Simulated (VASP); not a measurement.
Consider the following.

```
CELL_PARAMETERS angstrom
      3.66499     0.00000     0.00000
      0.00000     3.66499     0.00000
      0.00000     0.00000     3.66499
ATOMIC_POSITIONS crystal
  Sn 0.00000 0.00000 0.00000
  Tc 0.50000 0.50000 0.50000
  O  0.00000 0.50000 0.50000
  O  0.50000 0.50000 0.00000
  O  0.50000 0.00000 0.50000
```

Computed with PBEsol GGA, VASP's PBE PAW potentials (set 64) (plane waves; VASP 6.6.1). Run with 400 eV cut-off, 7×7×7 Γ-centred mesh, Gaussian smearing of 0.27 eV, potentials Sn_d Tc_pv O.

At this cut-off the stress carries a Pulay error, which pulls relaxed volumes low. Unless said otherwise, spin-orbit coupling is left out, though it shifts the bands of the heavy elements here.

### Question
Predict the energy per atom (σ→0), pressure, band gap (on the k-mesh) with the smallest direct gap where there is one.

### Answer

| Quantity | Result |
|---|---|
| band gap (on the k-mesh) | none (metal, semimetal or under 0.01 eV) |
| energy per atom (σ→0) | -7076 meV/atom |
| pressure | 59.17 GPa |

The structure was generated: TcSnO3 was put into an ordered model structure, which need not be its known phase. The cell was not relaxed at this level. The electron count is odd and the run is not spin-polarised, which forces a metal.
